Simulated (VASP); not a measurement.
An input for Quantum ESPRESSO's pw.x (written as the equivalent of a VASP run, and not itself run):

```
&CONTROL
  calculation = 'vc-relax'
  pseudo_dir = './pseudo'
  outdir = './out'
  tprnfor = .true.
  tstress = .true.
  nstep = 60
  forc_conv_thr = 0.00039
/
&SYSTEM
  ibrav = 0
  nat = 1
  ntyp = 1
  ecutwfc = 82
  occupations = 'smearing'
  smearing = 'methfessel-paxton'
  degauss = 0.00735
  input_dft = 'vdw-df2-b86r'
/
&ELECTRONS
  conv_thr = 7.3e-08
  electron_maxstep = 100
/
&IONS
/
&CELL
/
ATOMIC_SPECIES
  Nb 92.906 Nb.upf
CELL_PARAMETERS angstrom
    -1.6500000    1.6500000    1.6500000
     1.6500000   -1.6500000    1.6500000
     1.6500000    1.6500000   -1.6500000
ATOMIC_POSITIONS crystal
  Nb   0.0000000  0.0000000  0.0000000
K_POINTS automatic
  14 14 14 0 0 0
```

Problem. Write the VASP files for the same calculation (rev-vdW-DF2).

Solution. Several could match; the one computed here: 
KPOINTS:
```
Automatic mesh
0
Gamma
14 14 14
0 0 0
```

### POSCAR
```
Nb
1
   -1.6500000000     1.6500000000     1.6500000000
    1.6500000000    -1.6500000000     1.6500000000
    1.6500000000     1.6500000000    -1.6500000000
Nb
1
Direct
  0.0000000000   0.0000000000   0.0000000000
```

INCAR:
```
PARAM2 = 0.7114
NELM = 100   ! most electronic steps
LUSE_VDW = T
PARAM1 = 0.1234568
EDIFF = 1E-6
NSW = 60   ! most ionic steps
LWAVE = F
ALGO = Normal
PREC = Accurate
SIGMA = 0.1   ! width (eV)
ZAB_VDW = -1.8867
LREAL = F
ENCUT = 520   ! plane-wave cut-off (eV)
LCHARG = F
ISMEAR = 1   ! Methfessel-Paxton
EDIFFG = -0.01   ! ionic stop
ISIF = 3   ! ions, shape and volume
LASPH = T   ! aspherical one-centre terms
GGA = MK
SYSTEM = Nb
AGGAC = 0.0
IBRION = 2   ! conjugate gradients
LMAXMIX = 4   ! l cut-off of mixed one-centre charges
```

POTCAR, in this order: Nb_sv (PBE.64 set). Program: vasp_std.

Limits of the translation: the potentials are each code's own (VASP's PAW set, PseudoDojo norm-conserving files in pw.x), so ENCUT and ecutwfc are chosen apart and not converted; conv_thr bounds pw.x's estimated SCF error, while EDIFF bounds the energy change between steps; forc_conv_thr acts on force components and is met together with etot_conv_thr.

The compound is Nb in the bcc structure. This run relaxes it. Symmetry was kept, so distortions that lower it aren't found.
